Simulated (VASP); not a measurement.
An input for Quantum ESPRESSO's pw.x (written as the equivalent of a VASP run, and not itself run):

```
&CONTROL
  calculation = 'scf'
  pseudo_dir = './pseudo'
  outdir = './out'
  tprnfor = .true.
  tstress = .true.
/
&SYSTEM
  ibrav = 0
  nat = 5
  ntyp = 3
  ecutwfc = 84
  occupations = 'tetrahedra'
  input_dft = 'vdw-df2-b86r'
/
&ELECTRONS
  conv_thr = 7.3e-09
  electron_maxstep = 100
/
ATOMIC_SPECIES
  K 39.098 K.upf
  Mg 24.305 Mg.upf
  F 18.998 F.upf
CELL_PARAMETERS angstrom
     4.0001777   -0.0000000    0.0000000
    -0.0000000    4.0001777   -0.0000000
     0.0000000   -0.0000000    4.0001777
ATOMIC_POSITIONS crystal
  K    0.0000000  0.0000000  0.0000000
  Mg   0.5000000  0.5000000  0.5000000
  F    0.5000000  0.0000000  0.5000000
  F    0.0000000  0.5000000  0.5000000
  F    0.5000000  0.5000000  0.0000000
K_POINTS automatic
  6 6 6 0 0 0
```

Q: Write the VASP files for the same calculation (rev-vdW-DF2).

A: One answer among several that fit: 
File KPOINTS:
```
Automatic mesh
0
Gamma
6 6 6
0 0 0
```

**INCAR**
```
SYSTEM=KMgF3
PREC=Accurate; ENCUT=520; LREAL=F
LASPH=T
EDIFF=1E-7; NELM=100; ALGO=Normal
ISMEAR=-5
GGA=MK; LUSE_VDW=T; AGGAC=0.0
PARAM1=0.1234568; PARAM2=0.7114; ZAB_VDW=-1.8867
ISIF=2
LWAVE=F; LCHARG=T; LORBIT=11
NEDOS=601
LEFG=T
```

POSCAR:
```
KMgF3
1
    4.0001777389    -0.0000000000     0.0000000000
   -0.0000000000     4.0001777389    -0.0000000000
    0.0000000000    -0.0000000000     4.0001777389
K Mg F
1 1 3
Direct
  0.0000000000   0.0000000000   0.0000000000
  0.5000000000   0.5000000000   0.5000000000
  0.5000000000   0.0000000000   0.5000000000
  0.0000000000   0.5000000000   0.5000000000
  0.5000000000   0.5000000000   0.0000000000
```

POTCAR, in this order: K_sv Mg F (PBE.64 set). Program: vasp_std.

Limits of the translation: the potentials are each code's own (VASP's PAW set, PseudoDojo norm-conserving files in pw.x), so ENCUT and ecutwfc are chosen apart and not converted; conv_thr bounds pw.x's estimated SCF error, while EDIFF bounds the energy change between steps; the field gradients of LEFG aren't asked of the other code.

The compound is KMgF3 in the cubic perovskite structure. It was relaxed first.
